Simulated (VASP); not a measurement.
Calculation: LDA (Ceperley-Alder, Perdew-Zunger), VASP's LDA PAW potentials (set 64) (plane waves; VASP).

The input files of a VASP run:

File POSCAR:
```
MoTe2
1.0
  1.7043034234  -2.9519395247   0.0000000000
  1.7043034234   2.9519395247   0.0000000000
  0.0000000000   0.0000000000  13.1658537854
Te Mo
4 2
Direct
  0.3333330000   0.6666670000   0.8873766909
  0.6666670000   0.3333330000   0.3873766909
  0.6666670000   0.3333330000   0.1126233091
  0.3333330000   0.6666670000   0.6126233091
  0.3333330000   0.6666670000   0.2500000000
  0.6666670000   0.3333330000   0.7500000000
```

KPOINTS:
```
Regular mesh
0
G
  8 8 2
```

### INCAR
```
LMAXMIX=4
SIGMA=0.05   # width (eV)
NELM=100
ISIF=3   # ions, shape and volume
PREC=Accurate
EDIFF=1E-6   # SCF stop (eV)
EDIFFG=-0.02
ENCUT=500   # plane-wave cut-off (eV)
LREAL=F   # projection in real space or not
ISMEAR=0   # Gaussian
LASPH=T   # aspherical one-centre terms
IBRION=2   # conjugate gradients
NSW=40   # most ionic steps
LCHARG=F
SYSTEM=MoTe2
PSTRESS=50
ALGO=Normal   # blocked Davidson
LWAVE=F
```

POTCAR, in this order: Te Mo_sv (LDA.64 set). Program: vasp_std.

What VASP printed:

OUTCAR:
```
 ion  position               nearest neighbor table
   1  0.333  0.667  0.887-   6 2.67   6 2.67   6 2.67   3 3.56   3 3.56   3 3.56   4 3.62
   2  0.667  0.333  0.387-   5 2.67   5 2.67   5 2.67   4 3.56   4 3.56   4 3.56   3 3.62
   3  0.667  0.333  0.113-   5 2.67   5 2.67   5 2.67   1 3.56   1 3.56   1 3.56   2 3.62
   4  0.333  0.667  0.613-   6 2.67   6 2.67   6 2.67   2 3.56   2 3.56   2 3.56   1 3.62
   5  0.333  0.667  0.250-   2 2.67   3 2.67   2 2.67   3 2.67   2 2.67   3 2.67
   6  0.667  0.333  0.750-   1 2.67   4 2.67   1 2.67   4 2.67   1 2.67   4 2.67
  LATTYP: Found a hexagonal cell.
 ALAT       =     3.4086063305
 C/A-ratio  =     3.8625328092
 Subroutine PRICEL returns:
 Original cell was already a primitive cell.
 Subroutine GETGRP returns: Found 24 space group operations
The static configuration has the point symmetry D_3d.
 The point group associated with its full space group is D_6h.
The dynamic configuration has the point symmetry D_3d.
 Subroutine INISYM returns: Found 24 space group operations
 Subroutine IBZKPT returns following result:
 Found     20 irreducible k-points:

 Following reciprocal coordinates:
            Coordinates               Weight
  0.000000  0.000000  0.000000      1.000000
  0.125000 -0.000000  0.000000      6.000000
  0.250000 -0.000000  0.000000      6.000000
  0.375000 -0.000000  0.000000      6.000000
  0.500000 -0.000000  0.000000      3.000000
  0.125000  0.125000  0.000000      6.000000
  0.250000  0.125000  0.000000     12.000000
  0.375000  0.125000  0.000000     12.000000
  0.250000  0.250000  0.000000      6.000000
  0.375000  0.250000  0.000000      6.000000
  0.000000  0.000000  0.500000      1.000000
  0.125000 -0.000000  0.500000      6.000000
  0.250000 -0.000000  0.500000      6.000000
  0.375000 -0.000000  0.500000      6.000000
  0.500000 -0.000000  0.500000      3.000000
  0.125000  0.125000  0.500000      6.000000
  0.250000  0.125000  0.500000     12.000000
  0.375000  0.125000  0.500000     12.000000
...
```

### OSZICAR
```
       N       E                     dE             d eps       ncg     rms          rms(c)
DAV:   1     0.425643149909E+03    0.42564E+03   -0.26725E+04  1432   0.148E+03
DAV:   2    -0.161487968545E+02   -0.44179E+03   -0.43248E+03  1474   0.372E+02
DAV:   3    -0.418030526417E+02   -0.25654E+02   -0.25220E+02  1588   0.743E+01
DAV:   4    -0.423968071649E+02   -0.59375E+00   -0.59256E+00  1475   0.115E+01
DAV:   5    -0.424116672650E+02   -0.14860E-01   -0.14857E-01  1618   0.187E+00    0.256E+01
DAV:   6    -0.414647371485E+02    0.94693E+00   -0.58041E+00  1535   0.137E+01    0.964E+00
DAV:   7    -0.414200401565E+02    0.44697E-01   -0.55001E+00  1379   0.983E+00    0.600E+00
DAV:   8    -0.411021864262E+02    0.31785E+00   -0.15368E+00  1426   0.603E+00    0.335E+00
DAV:   9    -0.411100372337E+02   -0.78508E-02   -0.18238E-01  1639   0.196E+00    0.159E+00
DAV:  10    -0.411012026302E+02    0.88346E-02   -0.57565E-02  1507   0.132E+00    0.471E-01
DAV:  11    -0.411013292959E+02   -0.12667E-03   -0.25404E-03  1491   0.253E-01    0.419E-01
DAV:  12    -0.411013372684E+02   -0.79725E-05   -0.53535E-04  1509   0.979E-02    0.237E-01
DAV:  13    -0.411012543306E+02    0.82938E-04   -0.24069E-04  1577   0.896E-02    0.117E-01
DAV:  14    -0.411012501464E+02    0.41842E-05   -0.17314E-05  1382   0.175E-02    0.751E-02
DAV:  15    -0.411012496117E+02    0.53464E-06   -0.13000E-06  1006   0.590E-03
   1 F= -.36967037E+02 E0= -.36967037E+02  d E =-.369670E+02
```

### OUTCAR
```
------------------------ aborting loop because EDIFF is reached ----------------------------------------
  FORCE on cell =-STRESS in cart. coord.  units (eV):
  Direction    XX          YY          ZZ          XY          YZ          ZX
  --------------------------------------------------------------------------------------
  Total        4.1170576      4.1170560      4.1774830      0.0000000     -0.0000000      0.0000000
  in kB       49.7925229     49.7925028     50.5233197      0.0000000     -0.0000000      0.0000000
  external PRESSURE =       0.0361151 kB  Pullay stress =      50.0000000 kB
  volume of cell :      132.47
      direct lattice vectors                 reciprocal lattice vectors
     1.704303423 -2.951939525  0.000000000     0.293374990 -0.169380164  0.000000000
     1.704303423  2.951939525  0.000000000     0.293374990  0.169380164  0.000000000
     0.000000000  0.000000000 13.165853785     0.000000000  0.000000000  0.075954056
 POSITION                                       TOTAL-FORCE (eV/Angst)
 -----------------------------------------------------------------------------------
      1.70430      0.98398     11.68307        -0.000000      0.000000     -0.008155
      1.70430     -0.98398      5.10014        -0.000000     -0.000000     -0.008155
      1.70430     -0.98398      1.48278        -0.000000      0.000000      0.008155
      1.70430      0.98398      8.06571        -0.000000     -0.000000      0.008155
      1.70430      0.98398      3.29146         0.000000      0.000000      0.000000
      1.70430     -0.98398      9.87439        -0.000000     -0.000000      0.000000
 -----------------------------------------------------------------------------------
    total drift:                                0.000000      0.001552     -0.000023
  FREE ENERGIE OF THE ION-ELECTRON SYSTEM (eV)
  ---------------------------------------------------
  free  energy   TOTEN  =       -41.1012496117 eV

  energy  without entropy=      -41.1012496114  energy(sigma->0) =      -41.10124961
  enthalpy is  TOTEN    =       -36.9670369033 eV   P V=        4.1342127085

 reached required accuracy - stopping structural energy minimisation
```
(Selected blocks of OUTCAR.)

OUTCAR:
```
 val. band max:        9.9945528942   @ k =   0.1250  -0.0000   0.0000

 cond. band min:      10.3987234940   @ k =   0.2500   0.1250   0.0000


 Fermi energy:        10.1948328500

 k-point     1 :       0.0000    0.0000    0.0000
  band No.  band energies     occupation
      1     -50.6430      2.00000
      2     -50.6430      2.00000
      3     -25.0699      2.00000
      4     -25.0698      2.00000
      5     -24.8522      2.00000
      6     -24.8521      2.00000
      7     -24.8521      2.00000
      8     -24.8521      2.00000
      9      -4.0102      2.00000
     10      -3.3148      2.00000
     11      -3.2286      2.00000
     12      -2.1838      2.00000
     13       3.1206      2.00000
     14       5.1599      2.00000
     15       5.9376      2.00000
     16       7.9041      2.00000
     17       7.9041      2.00000
     18       7.9356      2.00000
     19       7.9356      2.00000
     20       8.3319      2.00000
     21       8.7325      2.00000
     22       8.7325      2.00000
     23       8.8049      2.00000
     24       8.8050      2.00000
     25       9.9185      2.00000
     26       9.9899      2.00000
     27      12.8546      0.00000
     28      12.8546      0.00000
     29      13.0351      0.00000
     30      13.0352      0.00000
     31      13.1370      0.00000

 k-point     2 :       0.1250   -0.0000    0.0000
  band No.  band energies     occupation
      1     -50.6406      2.00000
      2     -50.6406      2.00000
      3     -25.0635      2.00000
      4     -25.0634      2.00000
      5     -24.8803      2.00000
      6     -24.8803      2.00000
      7     -24.8586      2.00000
      8     -24.8586      2.00000
      9      -3.7607      2.00000
     10      -3.0703      2.00000
     11      -3.0346      2.00000
     12      -2.0294      2.00000
     13       3.3922      2.00000
     14       5.4103      2.00000
     15       5.8444      2.00000
     16       7.3748      2.00000
     17       7.4620      2.00000
...
```

Unless said otherwise, spin-orbit coupling is left out, though it shifts the bands of the heavy elements here.

The compound is MoTe2 in the 2H layered structure. It was relaxed first under an external pressure of 5 GPa.
